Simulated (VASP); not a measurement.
A VASP calculation is set up with these files.

**INCAR**
```
AGGAC  =  0.0
ALGO  =  Normal
EDIFF  =  1E-7
ENCUT  =  520
GGA  =  BO
ISIF  =  2
ISMEAR  =  -5
LASPH  =  .TRUE.
LCHARG  =  .TRUE.
LMAXMIX  =  4
LORBIT  =  11
LREAL  =  .FALSE.
LUSE_VDW  =  .TRUE.
LWAVE  =  .FALSE.
NEDOS  =  601
NELM  =  100
PARAM1  =  0.1833333333
PARAM2  =  0.22
PREC  =  Accurate
SYSTEM  =  AgBr
```

POSCAR:
```
AgBr
2.8988130
  0.0000000000   1.0000001042   1.0000001042
  1.0000001042   0.0000000000   1.0000001042
  1.0000001042   1.0000001042   0.0000000000
Ag Br
1 1
direct
  0.0000000000   1.0000000000   1.0000000000
  0.5000000000   0.5000000000   0.5000000000
```

### KPOINTS
```
Automatic mesh
0
gamma
9 9 9
```

POTCAR, in this order: Ag Br (PBE.64 set). Program: vasp_std.

Write an equivalent input for Quantum ESPRESSO's pw.x.

One equivalent input (not run):
```
&CONTROL
  calculation = 'scf'
  pseudo_dir = './pseudo'
  outdir = './out'
  tprnfor = .true.
  tstress = .true.
/
&SYSTEM
  ibrav = 0
  nat = 2
  ntyp = 2
  ecutwfc = 82
  occupations = 'tetrahedra'
  input_dft = 'vdw-df-obk8'
/
&ELECTRONS
  conv_thr = 7.3e-09
  electron_maxstep = 100
/
ATOMIC_SPECIES
  Ag 107.868 Ag.upf
  Br 79.904 Br.upf
CELL_PARAMETERS angstrom
     0.0000000    2.8988133    2.8988133
     2.8988133    0.0000000    2.8988133
     2.8988133    2.8988133    0.0000000
ATOMIC_POSITIONS crystal
  Ag   0.0000000  1.0000000  1.0000000
  Br   0.5000000  0.5000000  0.5000000
K_POINTS automatic
  9 9 9 0 0 0
```
Limits of the translation: the potentials are each code's own (VASP's PAW set, PseudoDojo norm-conserving files in pw.x), so ENCUT and ecutwfc are chosen apart and not converted; conv_thr bounds pw.x's estimated SCF error, while EDIFF bounds the energy change between steps.

The compound is AgBr in the rock salt structure. It was relaxed first.
